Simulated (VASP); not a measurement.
OSZICAR of a VASP run on CdS (zinc blende):

OSZICAR:
```
       N       E                     dE             d eps       ncg     rms          rms(c)
DAV:   1     0.111257318515E+03    0.11126E+03   -0.94262E+03   770   0.129E+03
DAV:   2    -0.257920524835E+01   -0.11384E+03   -0.10851E+03   894   0.300E+02
DAV:   3    -0.724144975492E+01   -0.46622E+01   -0.46518E+01   919   0.635E+01
DAV:   4    -0.727356112319E+01   -0.32111E-01   -0.32109E-01   849   0.529E+00
DAV:   5    -0.727403009357E+01   -0.46897E-03   -0.46897E-03   904   0.613E-01    0.933E+00
DAV:   6    -0.679869530830E+01    0.47533E+00   -0.98290E-01  1111   0.157E+01    0.716E+00
DAV:   7    -0.677705994346E+01    0.21635E-01   -0.20229E-01   779   0.379E+00    0.328E+00
DAV:   8    -0.677485815777E+01    0.22018E-02   -0.23367E-02   809   0.240E+00    0.305E-01
DAV:   9    -0.677450744056E+01    0.35072E-03   -0.35153E-03   879   0.107E+00    0.707E-02
DAV:  10    -0.677452084373E+01   -0.13403E-04   -0.29636E-04   804   0.263E-01    0.580E-02
DAV:  11    -0.677454170585E+01   -0.20862E-04   -0.41684E-05   804   0.717E-02    0.361E-02
DAV:  12    -0.677455153748E+01   -0.98316E-05   -0.30517E-05   774   0.658E-02    0.119E-02
DAV:  13    -0.677455074143E+01    0.79605E-06   -0.55358E-06   874   0.317E-02    0.164E-03
DAV:  14    -0.677455081189E+01   -0.70463E-07   -0.37083E-07   814   0.561E-03
   1 F= -.67745508E+01 E0= -.67745508E+01  d E =-.178649E-15
```

Which electronic solver shows in the log?

It is blocked Davidson (ALGO = Normal, or the opening steps of other solvers). The INCAR had ALGO = Normal.

Can the final energy be trusted as converged?

Self-consistency was reached. It stopped with EDIFF = 1E-7, NELM = 100 (PBEsol GGA, plane waves, VASP's PBE PAW potentials (set 64)).

The compound is CdS in the zinc blende structure, a metastable form; wurtzite is the usual one. This cell is one point of a volume scan, at 0.94 of the reference volume.
